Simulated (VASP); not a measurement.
# BaY (Pm-3m) in VASP: notebook, part 2 of 2

VASP 6.6.1. Earlier steps stand in the parts before.

## (3) Band structure, revPBE

Contents of POSCAR:

```
BaY
1.0
    4.4203700000      0.0000000000      0.0000000000
    0.0000000000      4.4203700000      0.0000000000
    0.0000000000      0.0000000000      4.4203700000
Ba Y
1 1
Direct
    0.0000000000      0.0000000000      0.0000000000
    0.5000000000      0.5000000000      0.5000000000
```

Contents of INCAR.step1:

```
SYSTEM = BaY
PREC = Accurate ; ENCUT = 520
EDIFF = 1E-6 ; ISMEAR = -1
SIGMA = 0.05 ; LREAL = .FALSE.
LASPH = .TRUE. ; NELM = 80
ALGO = Normal ; ISIF = 2
LWAVE = .FALSE. ; LCHARG = .TRUE.
LMAXMIX = 4 ; GGA = RE
NBANDS = 18
```

Contents of KPOINTS.step1:

```
regular mesh
0
G
  6 6 6
  0 0 0
```

Contents of INCAR.step2:

```
SYSTEM = BaY
PREC = Accurate ; ENCUT = 520
EDIFF = 1E-6 ; ISMEAR = 0
SIGMA = 0.05 ; LREAL = .FALSE.
LASPH = .TRUE. ; NELM = 80
ALGO = Normal ; ISIF = 2
LWAVE = .FALSE. ; LCHARG = .FALSE.
LMAXMIX = 4 ; GGA = RE
NBANDS = 18 ; ICHARG = 11
```

Contents of KPOINTS.step2:

```
path GXMGRX,MR
10
line-mode
reciprocal
 0.0000000000  0.0000000000  0.0000000000  G
 0.0000000000  0.5000000000  0.0000000000  X

 0.0000000000  0.5000000000  0.0000000000  X
 0.5000000000  0.5000000000  0.0000000000  M

 0.5000000000  0.5000000000  0.0000000000  M
 0.0000000000  0.0000000000  0.0000000000  G

 0.0000000000  0.0000000000  0.0000000000  G
 0.5000000000  0.5000000000  0.5000000000  R

 0.5000000000  0.5000000000  0.5000000000  R
 0.0000000000  0.5000000000  0.0000000000  X

 0.5000000000  0.5000000000  0.0000000000  M
 0.5000000000  0.5000000000  0.5000000000  R
```

Potentials or basis: VASP PAW PBE potentials, release 64 (Ba_sv, Y_sv).

The run is started by

```console
> cat potpaw_PBE.64/Ba_sv/POTCAR potpaw_PBE.64/Y_sv/POTCAR > POTCAR
> cp INCAR.step1 INCAR
> cp KPOINTS.step1 KPOINTS
> mpirun -np 1 vasp_std > vasp.out
> cp INCAR.step2 INCAR
> cp KPOINTS.step2 KPOINTS
> mpirun -np 1 vasp_std > vasp.out
```

OUTCAR:

```text
SYSTEM = BaY
   PREC = Accurate
   ENCUT = 520
   EDIFF = 1E-6
   ISMEAR = 0
   LREAL = .FALSE.
   LASPH = .TRUE.
   NELM = 80
   ISIF = 2
   GGA = RE
   ICHARG = 11

 ion  position               nearest neighbor table
   1  0.000  0.000  0.000-   2 3.83   2 3.83   2 3.83   2 3.83   2 3.83   2 3.83   2 3.83   2 3.83

   2  0.500  0.500  0.500-   1 3.83   1 3.83   1 3.83   1 3.83   1 3.83   1 3.83   1 3.83   1 3.83

  LATTYP: Found a simple cubic cell.
 ALAT       =     4.4203700000

  Lattice vectors:

 A1 = (   4.4203700000,   0.0000000000,   0.0000000000)
 A2 = (   0.0000000000,   4.4203700000,   0.0000000000)
 A3 = (   0.0000000000,   0.0000000000,   4.4203700000)

Analysis of symmetry for initial positions (statically):
=====================================================================
 Subroutine PRICEL returns:
 Original cell was already a primitive cell.

 Routine SETGRP: Setting up the symmetry group for a
 simple cubic supercell.

 Subroutine GETGRP returns: Found 48 space group operations
 (whereof 48 operations were pure point group operations)
 out of a pool of 48 trial point group operations.

The static configuration has the point symmetry O_h .

Analysis of symmetry for dynamics (positions and initial velocities):
=====================================================================
 Subroutine PRICEL returns:
 Original cell was already a primitive cell.

 Routine SETGRP: Setting up the symmetry group for a
 simple cubic supercell.

 Subroutine GETGRP returns: Found 48 space group operations
 (whereof 48 operations were pure point group operations)
 out of a pool of 48 trial point group operations.

The dynamic configuration has the point symmetry O_h .

 Subroutine INISYM returns: Found 48 space group operations
 (whereof 48 operations are pure point group operations),
 and found     1 'primitive' translations

----------------------------------------------------------------------------------------

                                     Primitive cell

  volume of cell :      86.3726

  direct lattice vectors                    reciprocal lattice vectors
     4.420370000  0.000000000  0.000000000     0.226225406  0.000000000  0.000000000
     0.000000000  4.420370000  0.000000000     0.000000000  0.226225406  0.000000000
     0.000000000  0.000000000  4.420370000     0.000000000  0.000000000  0.226225406

  length of vectors
     4.420370000  4.420370000  4.420370000     0.226225406  0.226225406  0.226225406

  position of ions in fractional coordinates (direct lattice)
     0.000000000  0.000000000  0.000000000
     0.500000000  0.500000000  0.500000000

  ion indices of the primitive-cell ions
   primitive index   ion index
                 1           1
                 2           2

----------------------------------------------------------------------------------------

 KPOINTS: path GXMGRX,MR

Interpolating k-points between supplied coordinates.

 Line segments in fractional coordinates (reciprocal lattice):
    0.000000  0.000000  0.000000  ...  0.000000  0.500000  0.000000
    0.000000  0.500000  0.000000  ...  0.500000  0.500000  0.000000
    0.500000  0.500000  0.000000  ...  0.000000  0.000000  0.000000
    0.000000  0.000000  0.000000  ...  0.500000  0.500000  0.500000
    0.500000  0.500000  0.500000  ...  0.000000  0.500000  0.000000
    0.500000  0.500000  0.000000  ...  0.500000  0.500000  0.500000

 Generated    10 points on each line segment, for a total of     60 k-points:

 Following reciprocal coordinates:
            Coordinates               Weight
  0.000000  0.000000  0.000000      0.016667
  0.000000  0.055556  0.000000      0.016667
  0.000000  0.111111  0.000000      0.016667
  0.000000  0.166667  0.000000      0.016667
  0.000000  0.222222  0.000000      0.016667
  0.000000  0.277778  0.000000      0.016667
[... 16 lines left out ...]
  0.388889  0.388889  0.000000      0.016667
  0.333333  0.333333  0.000000      0.016667
 [... further k-points ...]
   k-points           NKPTS =     60   k-points in BZ     NKDIM =     60   number of bands    NBANDS=     18
   number of dos      NEDOS =    301   number of ions     NIONS =      2
   total plane-waves  NPLWV =  46656
   dimension x,y,z NGX =    36 NGY =   36 NGZ =   36
   dimension x,y,z NGXF=    72 NGYF=   72 NGZF=   72
   ions per type =               1   1
   NGX,Y,Z   is equivalent  to a cutoff of  13.54, 13.54, 13.54 a.u.
   NGXF,Y,Z  is equivalent  to a cutoff of  27.08, 27.08, 27.08 a.u.
 SYSTEM =  BaY
   PREC   = accura    normal or accurate (medium, high low for compatibility)
   ISTART =      0    job   : 0-new  1-cont  2-samecut
   ICHARG =     11    charge: 1-file 2-atom 10-const
   ISPIN  =      1    spin polarized calculation?
   LNONCOLLINEAR =      F non collinear calculations
   LSORBIT =      F    spin-orbit coupling
   LASPH  =      T    aspherical Exc in radial PAW
   ENCUT  =  520.0 eV  38.22 Ry    6.18 a.u.   8.22  8.22  8.22*2*pi/ulx,y,z
   NELM   =     80;   NELMIN=  2; NELMDL=  0     # of ELM steps
   EDIFF  = 0.1E-05   stopping-criterion for ELM
   LREAL  =      F    real-space projection
   EDIFFG = 0.1E-04   stopping-criterion for IOM
   NSW    =      0    number of steps for IOM
   IBRION =     -1    ionic relax: 0-MD 1-quasi-New 2-CG
   NFREE  =      0    steps in history (QN), initial steepest desc. (CG)
   ISIF   =      2    stress and relaxation
   ISYM   =      2    0-nonsym 1-usesym 2-fastsym
   POTIM  = 0.5000    time-step for ionic-motion
   TEBEG  =    0.0;   TEEND  =   0.0 temperature during run
   PSTRESS=    0.0 pullay stress
   NELECT =      21.0000    total number of electrons
   NUPDOWN=      -1.0000    fix difference up-down
   EMIN   =  10.00;   EMAX   =-10.00  energy-range for DOS
   EFERMI =   0.00;   METHOD = LEGACY
   ISMEAR =     0;   SIGMA  =   0.05  broadening in eV -4-tet -1-fermi 0-gaus
   EFERMI_NEDOS =   21; number of points for ismear=-14 and -15
   IALGO  =     38    algorithm
   IMIX   =      4    mixing-type and parameters
     AMIX     =   0.40;   BMIX     =  1.00
     AMIX_MAG =   1.60;   BMIX_MAG =  1.00
  volume/ion in A,a.u.               =      43.19       291.44
  Fermi-wavevector in a.u.,A,eV,Ry     =   1.021777  1.930878 14.204857  1.044028
  Thomas-Fermi vector in A             =   2.155420
   LORBIT       =      0    0 simple, 1 ext, 2 COOP (PROOUT), +10 PAW based schemes
   GGA     = RE    functional components
   LHFCALC =     F    Hartree Fock is set to
   AEXX    =    0.0000 exact exchange contribution
   IVDW    =     0    specifies the selected vdW correction
   LEPSILON=     F    determine dielectric tensor
   LRPA    =     F    only Hartree local field effects (RPA)
 non-spin polarized calculation
 Gauss-broadening in eV      SIGMA  =   0.05
  energy-cutoff  :      520.00
  volume of cell :       86.37
 maximum number of plane-waves:      2360
 NGX is ok and might be reduce to    36

 number of electron      21.0000000 magnetization

 Free energy of the ion-electron system (eV)
  ---------------------------------------------------
  ext. energy  EPLUGINS =         0.00000000
  ---------------------------------------------------
  free energy    TOTEN  =        -7.57750256 eV

  energy without entropy =       -7.57230375  energy(sigma->0) =       -7.57490315

 E-fermi :   2.5300     XC(G=0):  -8.4972

 val. band max:        2.5258722796   @ k =   0.2778   0.2778   0.2778
 cond. band min:       2.5318330545   @ k =   0.5000   0.5000   0.3333
 fundamental gap:      0.0059607748
 Fermi energy:         2.5300034236

 k-point     1 :       0.0000    0.0000    0.0000
  band No.  band energies     occupation
      1     -41.1430      2.00000
      2     -25.4059      2.00000
      3     -21.0696      2.00000
      4     -21.0696      2.00000
      5     -21.0696      2.00000
      6     -10.5497      2.00000
[... 10 lines left out ...]
     17       7.7090      0.00000
     18       7.7136      0.00000
[... 463 lines left out ...]
 k-point    24 :       0.3333    0.3333    0.0000
  band No.  band energies     occupation
      1     -41.1413      2.00000
      2     -25.3815      2.00000
      3     -21.0926      2.00000
      4     -21.0897      2.00000
      5     -21.0646      2.00000
      6     -10.7732      2.00000
[... 10 lines left out ...]
     17       5.9042      0.00000
     18       6.7051      0.00000

 [... further k-points ...]

------------------------ aborting loop because EDIFF is reached ----------------------------------------

  FORCE on cell =-STRESS in cart. coord.  units (eV):
  Direction    XX          YY          ZZ          XY          YZ          ZX
  --------------------------------------------------------------------------------------
  -------------------------------------------------------------------------------------
  Total       -2.1872254     -2.1872254     -2.1872254      0.0000000     -0.0000000      0.0000000
  in kB      -40.5721722    -40.5721722    -40.5721722      0.0000000     -0.0000000      0.0000000
  external PRESSURE =     -40.5721722 kB  Pullay stress =       0.0000000 kB

 VOLUME and BASIS-vectors are now :
 -----------------------------------------------------------------------------
  energy-cutoff  :      520.00
  volume of cell :       86.37
      direct lattice vectors                 reciprocal lattice vectors
     4.420370000  0.000000000  0.000000000     0.226225406  0.000000000  0.000000000
     0.000000000  4.420370000  0.000000000     0.000000000  0.226225406  0.000000000
     0.000000000  0.000000000  4.420370000     0.000000000  0.000000000  0.226225406

 POSITION                                       TOTAL-FORCE (eV/Angst)
 -----------------------------------------------------------------------------------
      0.00000      0.00000      0.00000         0.000000      0.000000      0.000000
      2.21019      2.21019      2.21019         0.000000      0.000000      0.000000
 -----------------------------------------------------------------------------------
    total drift:                                0.000000      0.000000      0.000000

  FREE ENERGIE OF THE ION-ELECTRON SYSTEM (eV)
  ---------------------------------------------------
  free  energy   TOTEN  =        -7.5775025606 eV

  energy  without entropy=       -7.5723037454  energy(sigma->0) =       -7.57490315
```

Run time: 68 s. Hardware: 1 thread of Intel Xeon Platinum 8488C (Sapphire Rapids), shared host; peak memory 0.27 GiB.

Results:

```
Band gap along the path : none (metal or under the smearing width)
```

Levels at the corners of the path, in eV from the Fermi level:
| point | band 8 | band 9 | band 10 | band 11 | band 12 | band 13 | band 14 | band 15 |
| --- | --- | --- | --- | --- | --- | --- | --- | --- |
| Γ | -13.11 | -3.64 | -1.06 | -1.06 | 1.57 | 1.57 | 1.57 | 3.48 |
| X | -13.09 | -1.35 | -1.26 | 0.13 | 1.04 | 1.50 | 1.50 | 2.17 |
| X | -13.09 | -1.35 | -1.26 | 0.13 | 1.04 | 1.50 | 1.50 | 2.17 |
| M | -13.06 | -1.86 | -0.99 | 0.38 | 0.38 | 1.36 | 1.36 | 2.53 |
| M | -13.06 | -1.86 | -0.99 | 0.38 | 0.38 | 1.36 | 1.36 | 2.53 |
| Γ | -13.11 | -3.64 | -1.06 | -1.06 | 1.57 | 1.57 | 1.57 | 3.48 |
| Γ | -13.11 | -3.64 | -1.06 | -1.06 | 1.57 | 1.57 | 1.57 | 3.48 |
| R | -13.36 | -0.15 | -0.15 | -0.15 | 0.66 | 0.66 | 0.66 | 2.90 |
| R | -13.36 | -0.15 | -0.15 | -0.15 | 0.66 | 0.66 | 0.66 | 2.90 |
| X | -13.09 | -1.35 | -1.26 | 0.13 | 1.04 | 1.50 | 1.50 | 2.17 |
| M | -13.06 | -1.86 | -0.99 | 0.38 | 0.38 | 1.36 | 1.36 | 2.53 |
| R | -13.36 | -0.15 | -0.15 | -0.15 | 0.66 | 0.66 | 0.66 | 2.90 |

Caveat: the log is that of the step along the path at fixed density, whose energy, stress, charges and moments have no meaning; the PAW data sets were made with another functional, which shifts forces and pressure a little; spin-orbit coupling is left out, which moves the levels of the heavy elements.

## (4) For comparison

An earlier run on the cell as given: functional PBE; potentials or basis VASP PAW PBE potentials, release 64 (Ba_sv, Y_sv); cutoff 520 eV; k mesh 6 × 6 × 6; occupations fermi-dirac, width 0.05 eV; no spin polarisation.

* Pressure: 0.0 GPa
* Band gap on the k mesh: none (metal or under the smearing width)
